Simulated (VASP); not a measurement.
A convergence study with VASP on MgS (rock salt): one setting is varied, all else stays as given below, so the limit is that of these other settings. Each run relaxes cell and ions from the cell shown. The basis is that of the starting cell, so low cut-offs carry a Pulay error.

```xyz
2
Lattice="0.0000 2.6000 2.6000 2.6000 0.0000 2.6000 2.6000 2.6000 0.0000" Properties=species:S:1:pos:R:3 pbc="T T T"
Mg     0.0000     0.0000     0.0000
S      2.6000     2.6000     2.6000
```

Computed with PBE GGA, VASP's PBE PAW potentials (set 64) (plane waves; VASP). The tightest run used: 700 eV cut-off, 8×8×8 Γ-centred mesh, Gaussian smearing of 0.050 eV, potentials Mg S.

Gaps are read on the run's mesh, which can miss a band edge.

The settings run are ENCUT = 150; ENCUT = 200; ENCUT = 300; ENCUT = 350; ENCUT = 400; ENCUT = 450; ENCUT = 500; ENCUT = 550; ENCUT = 600; ENCUT = 650; ENCUT = 700. From which on does the relaxed volume stay within 0.1 Å³/atom of the tightest run?

From ENCUT = 300 on: it is off by 0.045 there and by no more than 0.1 in any finer run, while ENCUT = 200 is off by 0.764.
| setting | relaxed volume (Å³/atom) | E (eV/atom) | gap on the mesh (eV) | plane waves | difference judged (Å³/atom) |
|---|---|---|---|---|---|
| ENCUT = 150 | 15.951 | -4.2913 | 2.951 | 156 | 1.864 |
| ENCUT = 200 | 17.051 | -4.2428 | 2.856 | 232 | 0.764 |
| ENCUT = 300 | 17.770 | -4.2501 | 2.760 | 428 | 0.045 |
| ENCUT = 350 | 17.815 | -4.2513 | 2.751 | 544 | 0.000 |
| ENCUT = 400 | 17.813 | -4.2513 | 2.751 | 652 | 0.002 |
| ENCUT = 450 | 17.807 | -4.2513 | 2.751 | 778 | 0.008 |
| ENCUT = 500 | 17.807 | -4.2514 | 2.751 | 911 | 0.008 |
| ENCUT = 550 | 17.810 | -4.2516 | 2.751 | 1056 | 0.005 |
| ENCUT = 600 | 17.814 | -4.2517 | 2.750 | 1211 | 0.001 |
| ENCUT = 650 | 17.815 | -4.2517 | 2.750 | 1363 | 0.000 |
| ENCUT = 700 | 17.815 | -4.2517 | 2.750 | 1490 | 0.000 |

Left out are rungs that failed or repeat a setting and relaxations that didn't move; long series are thinned to 24 rows.

The compound is MgS in the rock salt structure.
